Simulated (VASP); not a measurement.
A VASP calculation is set up with these files.

**KPOINTS**
```
kpoints
0
gamma
 8 8 8
0 0 0
```

INCAR:
```
SYSTEM = Cs
PREC = Accurate
ENCUT = 400
EDIFF = 1E-8
NELM = 100
ALGO = Normal
LREAL = .FALSE.
LASPH = .TRUE.
ISMEAR = 1
SIGMA = 0.1
METAGGA = R2SCAN
LMIXTAU = .TRUE.
LMAXMIX = 4
LWAVE = .FALSE.
LCHARG = .FALSE.
IBRION = 1
ISIF = 2
NSW = 30
EDIFFG = -0.001
```

POSCAR:
```
Cs
1
   -3.1277124486     3.1277124486     3.1277124486
    3.1277124486    -3.1277124486     3.1277124486
    3.1277124486     3.1277124486    -3.1277124486
Cs
1
Direct
  0.0000000000   0.0000000000   0.0000000000
```

POTCAR, in this order: Cs_sv (PBE.64 set). Program: vasp_std.

### Question
Translate this r2SCAN calculation to Ansatz.

### Answer
One equivalent input (not run):
Ansatz 0.2 input:
```yaml
crystal:
  lattice:
    - [-3.1277124, 3.1277124, 3.1277124]
    - [3.1277124, -3.1277124, 3.1277124]
    - [3.1277124, 3.1277124, -3.1277124]
  atoms:
    - { symbol: Cs, position: [0.0000000, 0.0000000, 0.0000000] }
kpoints:
  mp_grid: { grid: [8, 8, 8] }
hamiltonian:
  xc: r2scan
  pseudopotentials: { kind: paw }
scf:
  occupations: { method: methfessel_paxton, width: 0.1 }
  max_iter: 100
relax:
  max_steps: 30
  f_tol: 0.001
output: { forces: true, stress: true, eigenvalues: true }
```
Limits of the translation: each code has its own PAW files, so the cut-off isn't converted (ENCUT is set for VASP's; basis.ecutwfc is left out, and Ansatz then takes the one that its files recommend); Ansatz stops its SCF on the density residual and VASP on the energy change (EDIFF).

The compound is Cs in the bcc structure. It was relaxed first, which changed the volume by +8 %. The start is the result of an earlier pass.
